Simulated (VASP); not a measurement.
Data:

```
Cr
1.0
    2.75792     0.00000     0.00000
    0.00000     2.75792     0.00000
    0.00000     0.00000     2.75792
Cr
2
Direct
  0.00000   0.00000   0.00000
  0.50000   0.50000   0.50000
```
Starting moments (μB, in the order of the record's atoms Cr Cr): 1.0 -1.0.

The numbers are results of PBE GGA, VASP's PBE PAW potentials (set 64) (plane waves; VASP), not measurements. Run with 500 eV cut-off, 13×13×13 Γ-centred mesh, first-order Methfessel-Paxton smearing of 0.10 eV, potentials Cr_pv.

Energy and stress use the plane-wave basis of the starting cell.

### Question
The ions, cell shape and volume at an external pressure of 45.0 GPa are relaxed. Predict the relaxed structure.

### Answer

```
Cr
1.0
    2.72441     0.00000     0.00000
    0.00000     2.72441     0.00000
    0.00000     0.00000     2.72441
Cr
2
Direct
  0.00000   0.00000   0.00000
  0.50000   0.50000   0.50000
```
Space group Im-3m (229), at a tolerance of 0.03 Å. The cell ends with 0.00 μB, on the sites 0.00 0.00 μB.

### Question
How do energy and volume change from the first to the last step?

### Answer
The energy (σ→0) changes by +87.7 meV/atom and the volume by -3.6 %, in 4 ionic steps.

The compound is Cr in the bcc, AFM order structure. This run relaxes it under an external pressure of 45 GPa. Symmetry was kept, so distortions that lower it aren't found.
